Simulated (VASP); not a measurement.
Calculation: PBE GGA with D4 dispersion, VASP's PBE PAW potentials (set 64) (plane waves; VASP).

A VASP calculation is set up with these files.

### INCAR
```
# general
SYSTEM   =  AgCl
PREC     =  Accurate
ENCUT    =  520
LREAL    =  .FALSE.
LASPH    =  .TRUE.

# electronic loop
EDIFF    =  1E-6
NELM     =  100
ALGO     =  Normal
LMAXMIX  =  4

# smearing
ISMEAR   =  0
SIGMA    =  0.05

# functional
GGA      =  PE
IVDW     =  13

# ions
IBRION   =  2
NSW      =  60
ISIF     =  3
EDIFFG   =  -0.01

# output
LWAVE    =  .FALSE.
LCHARG   =  .FALSE.
```

### POSCAR
```
AgCl
1
    0.0000000000     2.7750000000     2.7750000000
    2.7750000000     0.0000000000     2.7750000000
    2.7750000000     2.7750000000     0.0000000000
Ag Cl
1 1
Direct
  0.0000000000   0.0000000000   0.0000000000
  0.5000000000   0.5000000000   0.5000000000
```

### KPOINTS
```
kpoints
0
gamma
 8 8 8
```

POTCAR, in this order: Ag Cl (PBE.64 set). Program: vasp_std.

Energy and stress use the plane-wave basis of the starting cell.

Question: Estimate the energy per atom (σ→0), dispersion energy, volume per atom, band gap (on the k-mesh).

Answer: 
```
Quantity                           Value
------------------------  --------------
energy per atom (σ→0)     -3.036 eV/atom
dispersion energy              -0.687 eV
band gap (on the k-mesh)         0.90 eV
volume per atom            20.92 Å³/atom
```

**OSZICAR**
```
...
DAV:   7    -0.538560422108E+01    0.88375E-06   -0.11777E-06   402   0.102E-02
   2 F= -.60715077E+01 E0= -.60715077E+01  d E =-.288244E-02
       N       E                     dE             d eps       ncg     rms          rms(c)
DAV:   1    -0.538503842320E+01    0.56668E-03   -0.10009E-02   754   0.111E+00    0.159E-01
DAV:   2    -0.538453162928E+01    0.50679E-03   -0.13927E-03   754   0.461E-01    0.499E-02
DAV:   3    -0.538449864324E+01    0.32986E-04   -0.11055E-04   774   0.890E-02    0.353E-02
DAV:   4    -0.538449937307E+01   -0.72983E-06   -0.40985E-06   809   0.211E-02
   3 F= -.60715098E+01 E0= -.60715098E+01  d E =-.288455E-02
```

The compound is AgCl in the rock salt structure. This run relaxes it. Symmetry was kept, so distortions that lower it aren't found.
